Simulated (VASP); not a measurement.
Write the native input for VASP 6.6.1 that does the following.

- Task: single point
- Functional: PBE
- Potentials or basis: VASP PAW PBE potentials, release 64 (Ba_sv, Si)
- Cutoff: 520 eV
- k mesh: 5 × 5 × 5
- Occupations: fermi-dirac, width 0.05 eV
- Spin: no spin polarisation
- Further INCAR settings: ALGO = Normal; EDIFF = 1e-07; NBANDS = 30

The structure of Ba4Si lies in POSCAR:

```
Ba4Si
1.0
   -3.9635100000      3.9635100000      3.9635100000
    3.9635100000     -3.9635100000      3.9635100000
    3.9635100000      3.9635100000     -3.9635100000
Ba Si
4 1
Direct
    0.5039020000      0.4965770000      0.4990360000
    0.4932650000     -0.0030190000      0.0011010000
    0.0061740000      0.0046690000      0.5047730000
   -0.0081260000      0.4956710000     -0.0049140000
    0.0024790000      0.0039680000     -0.0030610000
```

The cell was built by a generator and needn't be a form met in nature.

The cell isn't the ideal one: atoms moved at random, drawn with an rms of 0.05 Å.

The input as run:

INCAR

```
SYSTEM = Ba4Si
ALGO = Normal
EDIFF = 1E-7
ENCUT = 520
GGA = PE
ISIF = 2
ISMEAR = -1
LASPH = .TRUE.
LCHARG = .FALSE.
LREAL = .FALSE.
LWAVE = .FALSE.
NBANDS = 30
NELM = 60
PREC = Accurate
SIGMA = 0.05
```

KPOINTS

```
k-points
0
G
  5 5 5
  0 0 0
```

Potentials or basis: VASP PAW PBE potentials, release 64 (Ba_sv, Si).

The run is started by

```bash
$ cat potpaw_PBE.64/Ba_sv/POTCAR potpaw_PBE.64/Si/POTCAR > POTCAR
$ mpirun -np 1 vasp_std > vasp.out
```

It gave:

The pressure is 0.3 GPa, the largest force is 0.137 eV/Å and the band gap on the k mesh is none (metal or under the smearing width).

It took 7.8 min on 1 thread of Intel(R) Xeon(R) 6975P-C (Granite Rapids), on a shared host, peak memory 0.65 GiB.
